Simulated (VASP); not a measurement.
# VRu (Pm-3m) in VASP: single point with LDA

Aim: the single point of VRu with LDA.

All numbers are computed with VASP 6.6.1; they aren't measurements. Logs are shortened: lines on timing, memory, paths and dates and some standing lists are left out, and cuts for length are marked.

**1. The structure**

It takes space group Pm-3m (No. 221, cubic). Conventional cell: a = 2.985 Å, b = 2.985 Å, c = 2.985 Å, α = 90.00°, β = 90.00°, γ = 90.00°. V (site symmetry m-3m) has 8 Ru at 2.59 Å as nearest neighbours. Ru (site symmetry m-3m) has 8 V at 2.59 Å as nearest neighbours.

**2. Single point, LDA, non-collinear spin, typed start, spin-orbit coupling**

Contents of INCAR:

```
SYSTEM = VRu
  ALGO = Normal
  EDIFF = 1E-7
  ENCUT = 520
  GGA = CA
  GGA_COMPAT = .False.
  ISIF = 2
  ISMEAR = 0
  LASPH = .True.
  LCHARG = .False.
  LMAXMIX = 4
  LORBIT = 11
  LORBMOM = .True.
  LREAL = .False.
  LSORBIT = .True.
  LWAVE = .False.
  MAGMOM = 0 0 2 0 0 2
  NBANDS = 39
  NELM = 150
  PREC = Accurate
  SIGMA = 0.233
```

Contents of KPOINTS:

```
k-points
0
Gamma
  11 11 11
  0 0 0
```

Contents of POSCAR:

```
VRu
1.0
    2.9850075100      0.0000000000      0.0000000000
    0.0000000000      2.9850075100      0.0000000000
    0.0000000000      0.0000000000      2.9850075100
V Ru
1 1
Direct
    0.5000000000      0.5000000000      0.5000000000
    0.0000000000      0.0000000000      0.0000000000
```

Potentials or basis: VASP PAW LDA potentials, release 64 (V_sv, Ru_pv).

On the command line:

```bash
cat potpaw_LDA.64/V_sv/POTCAR potpaw_LDA.64/Ru_pv/POTCAR > POTCAR
mpirun -np 1 vasp_ncl > vasp.out
```

OUTCAR:

```text
SYSTEM = VRu
   EDIFF = 1E-7
   ENCUT = 520
   GGA = CA
   ISIF = 2
   ISMEAR = 0
   LASPH = .True.
   LORBIT = 11
   LREAL = .False.
   LSORBIT = .True.
   NELM = 150
   PREC = Accurate

 ion  position               nearest neighbor table
   1  0.500  0.500  0.500-   2 2.59   2 2.59   2 2.59   2 2.59   2 2.59   2 2.59   2 2.59   2 2.59

   2  0.000  0.000  0.000-   1 2.59   1 2.59   1 2.59   1 2.59   1 2.59   1 2.59   1 2.59   1 2.59

  LATTYP: Found a simple cubic cell.
 ALAT       =     2.9850075100

  Lattice vectors:

 A1 = (   2.9850075100,   0.0000000000,   0.0000000000)
 A2 = (   0.0000000000,   2.9850075100,   0.0000000000)
 A3 = (   0.0000000000,   0.0000000000,   2.9850075100)

Analysis of symmetry for initial positions (statically):
=====================================================================
 Subroutine PRICEL returns:
 Original cell was already a primitive cell.

 Routine SETGRP: Setting up the symmetry group for a
 simple cubic supercell.

 Subroutine GETGRP returns: Found 48 space group operations
 (whereof 48 operations were pure point group operations)
 out of a pool of 48 trial point group operations.

The static configuration has the point symmetry O_h .

Analysis of symmetry for dynamics (positions and initial velocities):
=====================================================================
 Subroutine PRICEL returns:
 Original cell was already a primitive cell.

 Routine SETGRP: Setting up the symmetry group for a
 simple cubic supercell.

 Subroutine GETGRP returns: Found 48 space group operations
 (whereof 48 operations were pure point group operations)
 out of a pool of 48 trial point group operations.

The dynamic configuration has the point symmetry O_h .

Analysis of structural, dynamic, and magnetic symmetry:
=====================================================================
 Subroutine PRICEL returns:
 Original cell was already a primitive cell.

 Routine SETGRP: Setting up the symmetry group for a
 simple cubic supercell.

 Subroutine GETGRP returns: Found  8 space group operations
 (whereof  8 operations were pure point group operations)
 out of a pool of 48 trial point group operations.

The overall configuration has the point symmetry C_4h.

 Subroutine INISYM returns: Found  8 space group operations
 (whereof  8 operations are pure point group operations),
 and found     1 'primitive' translations

----------------------------------------------------------------------------------------

                                     Primitive cell

  volume of cell :      26.5972

  direct lattice vectors                    reciprocal lattice vectors
     2.985007510  0.000000000  0.000000000     0.335007532  0.000000000  0.000000000
     0.000000000  2.985007510  0.000000000     0.000000000  0.335007532  0.000000000
     0.000000000  0.000000000  2.985007510     0.000000000  0.000000000  0.335007532

  length of vectors
     2.985007510  2.985007510  2.985007510     0.335007532  0.335007532  0.335007532

  position of ions in fractional coordinates (direct lattice)
     0.500000000  0.500000000  0.500000000
     0.000000000  0.000000000  0.000000000

  ion indices of the primitive-cell ions
   primitive index   ion index
                 1           1
                 2           2

----------------------------------------------------------------------------------------

 KPOINTS: k-points

Automatic generation of k-mesh.
 Grid dimensions read from file:
 generate k-points for:   11   11   11

 Generating k-lattice:

  Cartesian coordinates                     Fractional coordinates (reciprocal lattice)
     0.030455230  0.000000000  0.000000000     0.090909091  0.000000000  0.000000000
     0.000000000  0.030455230  0.000000000     0.000000000  0.090909091  0.000000000
     0.000000000  0.000000000  0.030455230     0.000000000  0.000000000  0.090909091

  Length of vectors
     0.030455230  0.030455230  0.030455230

  Shift w.r.t. Gamma in fractional coordinates (k-lattice)
     0.000000000  0.000000000  0.000000000

 Subroutine IBZKPT returns following result:
[... 98 lines left out ...]
  ext. energy  EPLUGINS =         0.00000000
  ---------------------------------------------------
  free energy    TOTEN  =       -21.21698939 eV

  energy without entropy =      -21.13306598  energy(sigma->0) =      -21.17502769

 E-fermi :  12.0179     XC(G=0): -13.9187

 val. band max:       12.0130870797   @ k =   0.4545   0.4545   0.0909
 cond. band min:      12.0323183663   @ k =   0.0909  -0.3636  -0.2727
 fundamental gap:      0.0192312866
 Fermi energy:        12.0178986246

 k-point     1 :       0.0000    0.0000    0.0000
  band No.  band energies     occupation
      1     -52.0350      1.00000
      2     -52.0343      1.00000
      3     -33.2183      1.00000
      4     -33.2183      1.00000
      5     -29.9044      1.00000
      6     -29.9044      1.00000
[... 997 lines left out ...]
     38      16.0256      0.00000
     39      21.7920      0.00000

 [... further k-points ...]

------------------------ aborting loop because EDIFF is reached ----------------------------------------

  FORCE on cell =-STRESS in cart. coord.  units (eV):
  Direction    XX          YY          ZZ          XY          YZ          ZX
  --------------------------------------------------------------------------------------
  -------------------------------------------------------------------------------------
  Total       -1.4696339     -1.4696339     -1.4696146     -0.0000001      0.0000000      0.0000000
  in kB      -88.5285692    -88.5285692    -88.5274108     -0.0000045      0.0000000      0.0000000
  external PRESSURE =     -88.5281830 kB  Pullay stress =       0.0000000 kB

 VOLUME and BASIS-vectors are now :
 -----------------------------------------------------------------------------
  energy-cutoff  :      520.00
  volume of cell :       26.60
      direct lattice vectors                 reciprocal lattice vectors
     2.985007510  0.000000000  0.000000000     0.335007532  0.000000000  0.000000000
     0.000000000  2.985007510  0.000000000     0.000000000  0.335007532  0.000000000
     0.000000000  0.000000000  2.985007510     0.000000000  0.000000000  0.335007532

 POSITION                                       TOTAL-FORCE (eV/Angst)
 -----------------------------------------------------------------------------------
      1.49250      1.49250      1.49250         0.000000      0.000000      0.000000
      0.00000      0.00000      0.00000         0.000000      0.000000      0.000000
 -----------------------------------------------------------------------------------
    total drift:                                0.000000     -0.000000     -0.000000

  FREE ENERGIE OF THE ION-ELECTRON SYSTEM (eV)
  ---------------------------------------------------
  free  energy   TOTEN  =       -21.2169893890 eV

  energy  without entropy=      -21.1330659846  energy(sigma->0) =      -21.17502769

 orbital moment (x)

 # of ion     p       d       tot
 ----------------------------------------
  1         0.000  -0.000  -0.000
  2         0.000   0.000   0.000
 ----------------------------------------
            0.000   0.000   0.000

 orbital moment (y)

 # of ion     p       d       tot
 ----------------------------------------
  1         0.000  -0.000  -0.000
  2         0.000   0.000   0.000
 ----------------------------------------
            0.000   0.000   0.000

 orbital moment (z)

 # of ion     p       d       tot
 ----------------------------------------
  1        -0.000  -0.000  -0.000
  2        -0.000  -0.000  -0.000
 ----------------------------------------
           -0.000  -0.000  -0.000

 Spin-Orbit-Coupling matrix elements

 Ion:    1  E_soc:     -0.0188252
 l=   1
     0.0000000    -0.0026939    -0.0026939
    -0.0026939     0.0000000    -0.0026939
    -0.0026939    -0.0026939     0.0000000
 l=   2
     0.0000000    -0.0001323     0.0000000    -0.0001323    -0.0003113
    -0.0001323     0.0000000    -0.0002335    -0.0001323    -0.0000778
     0.0000000    -0.0002335     0.0000000    -0.0002335     0.0000000
    -0.0001323    -0.0001323    -0.0002335     0.0000000    -0.0000778
    -0.0003113    -0.0000778     0.0000000    -0.0000778     0.0000000
 l=   3
     0.0000000     0.0000000     0.0000000     0.0000000     0.0000000     0.0000000     0.0000000
     0.0000000     0.0000000     0.0000000     0.0000000     0.0000000     0.0000000     0.0000000
     0.0000000     0.0000000     0.0000000     0.0000000     0.0000000     0.0000000     0.0000000
     0.0000000     0.0000000     0.0000000     0.0000000     0.0000000     0.0000000     0.0000000
     0.0000000     0.0000000     0.0000000     0.0000000     0.0000000     0.0000000     0.0000000
     0.0000000     0.0000000     0.0000000     0.0000000     0.0000000     0.0000000     0.0000000
     0.0000000     0.0000000     0.0000000     0.0000000     0.0000000     0.0000000     0.0000000

 Ion:    2  E_soc:     -0.2731575
 l=   1
     0.0000000    -0.0378879    -0.0378879
    -0.0378879     0.0000000    -0.0378879
    -0.0378879    -0.0378879     0.0000000
 l=   2
     0.0000000    -0.0012802     0.0000000    -0.0012802    -0.0063581
    -0.0012802     0.0000000    -0.0047686    -0.0012802    -0.0015895
     0.0000000    -0.0047686     0.0000000    -0.0047686     0.0000000
    -0.0012802    -0.0012802    -0.0047686     0.0000000    -0.0015895
    -0.0063581    -0.0015895     0.0000000    -0.0015895     0.0000000
 l=   3
     0.0000000     0.0000000     0.0000000     0.0000000     0.0000000     0.0000000     0.0000000
     0.0000000     0.0000000     0.0000000     0.0000000     0.0000000     0.0000000     0.0000000
     0.0000000     0.0000000     0.0000000     0.0000000     0.0000000     0.0000000     0.0000000
     0.0000000     0.0000000     0.0000000     0.0000000     0.0000000     0.0000000     0.0000000
     0.0000000     0.0000000     0.0000000     0.0000000     0.0000000     0.0000000     0.0000000
     0.0000000     0.0000000     0.0000000     0.0000000     0.0000000     0.0000000     0.0000000
     0.0000000     0.0000000     0.0000000     0.0000000     0.0000000     0.0000000     0.0000000

 total charge

# of ion       s       p       d       tot
------------------------------------------
    1        2.336   6.264   3.038  11.638
    2        0.419   6.305   6.019  12.742
--------------------------------------------------
tot          2.755  12.569   9.056  24.380

 magnetization (x)

# of ion       s       p       d       tot
------------------------------------------
    1       -0.000   0.000   0.000   0.000
    2        0.000   0.000   0.000   0.000
--------------------------------------------------
tot         -0.000   0.000   0.000   0.000

 magnetization (y)

# of ion       s       p       d       tot
------------------------------------------
    1        0.000  -0.000  -0.000  -0.000
    2       -0.000   0.000   0.000  -0.000
--------------------------------------------------
tot         -0.000  -0.000  -0.000  -0.000

 magnetization (z)

# of ion       s       p       d       tot
------------------------------------------
    1        0.000   0.000   0.001   0.001
    2        0.000   0.000  -0.000  -0.000
--------------------------------------------------
tot          0.000   0.000   0.001   0.001
```

It took 2 min on 1 thread of Intel Xeon 6975P-C (Granite Rapids), shared host; peak memory 0.38 GiB.

Results:

| Quantity | Value |
| --- | --- |
| Free energy | -21.2170 eV |
| Pressure | -8.9 GPa |
| Net moment | 0.00 μB per cell |
| Valence electrons inside the program's atomic spheres | V 11.64; Ru 12.74 |

Moments on the atoms (μB; x, y, z):
```
V   0.00 0.00 0.00
Ru  0.00 0.00 0.00
```
